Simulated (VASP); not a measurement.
Input:

```yaml
crystal:
  lattice:
    - [0.00000, 2.51711, 2.51711]
    - [2.51711, 0.00000, 2.51711]
    - [2.51711, 2.51711, 0.00000]
  atoms:
    - { symbol: Hf, position: [0.00000, 0.00000, 0.00000] }
    - { symbol: O, position: [0.75000, 0.75000, 0.75000] }
    - { symbol: O, position: [0.25000, 0.25000, 0.25000] }
```

These are r2SCAN meta-GGA with spin-orbit coupling, VASP's PBE PAW potentials (set 64) (plane waves; VASP) values and carry that method's errors. Numerical set-up: 520 eV cut-off, 7×7×7 Γ-centred mesh, Gaussian smearing of 0.050 eV, potentials Hf_pv O.

### Question
Give the energies of bands 15 to 28 at the high-symmetry points, in eV from the valence-band maximum.

### Answer

```tsv
band	Γ	X	U	L	W
15	-5.55	-3.45	-3.46	-3.10	-2.74
16	-5.55	-3.45	-3.46	-3.10	-2.74
17	-0.74	-1.62	-2.33	-2.87	-2.59
18	-0.74	-1.62	-2.33	-2.87	-2.59
19	-0.59	-1.56	-1.36	-2.00	-1.44
20	-0.59	-1.56	-1.36	-2.00	-1.44
21	-0.59	0.00	-0.36	-1.79	-0.23
22	-0.59	0.00	-0.36	-1.79	-0.23
23	4.43	4.34	4.85	5.02	5.35
24	4.43	4.34	4.85	5.02	5.35
25	4.43	6.04	5.98	5.26	5.72
26	4.43	6.04	5.98	5.26	5.72
27	6.64	7.41	7.66	7.72	7.72
28	6.64	7.41	7.66	7.72	7.72
```

The gap is direct, 4.34 eV, from the valence maximum at X to the conduction minimum at X.

The structure comes from a computed database's HfO2 entry (Fm-3m); how it stands against other phases isn't given here. It was relaxed first.
